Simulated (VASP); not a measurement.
Given:

```
HgSe
1.0
    0.00000     3.04585     3.04585
    3.04585     0.00000     3.04585
    3.04585     3.04585     0.00000
Hg Se
1 1
Direct
  0.00000   0.00000   0.00000
  0.75000   0.75000   0.75000
```

All values below come from PBE GGA, VASP's PBE PAW potentials (set 64) (plane waves; VASP). Settings: 300 eV cut-off, 9×9×9 Γ-centred mesh, Fermi-Dirac smearing of 0.10 eV, potentials Hg Se.

**Question.** Give the energies of bands 2 to 11 at the high-symmetry points, in eV from the Fermi level.

**Answer.** 
```
band      Γ      X      U      L      W
----  -----  -----  -----  -----  -----
2     -7.14  -6.98  -6.91  -6.97  -6.85
3     -7.14  -6.63  -6.72  -6.97  -6.74
4     -7.14  -6.63  -6.56  -6.35  -6.48
5     -6.40  -6.29  -6.35  -6.35  -6.46
6     -6.40  -6.04  -5.88  -6.08  -5.79
7     -0.95  -5.07  -5.23  -5.49  -5.28
8      0.00  -2.29  -2.87  -0.97  -2.72
9      0.00  -2.29  -1.87  -0.97  -2.41
10     0.00   2.77   2.92   1.11   3.61
11     5.49   3.01   4.49   6.25   5.14
```

It has no gap at this level: it comes out as a metal or semimetal.

The structure comes from a computed database's HgSe entry; how it stands against other phases isn't given here. The cell was not relaxed at this level.
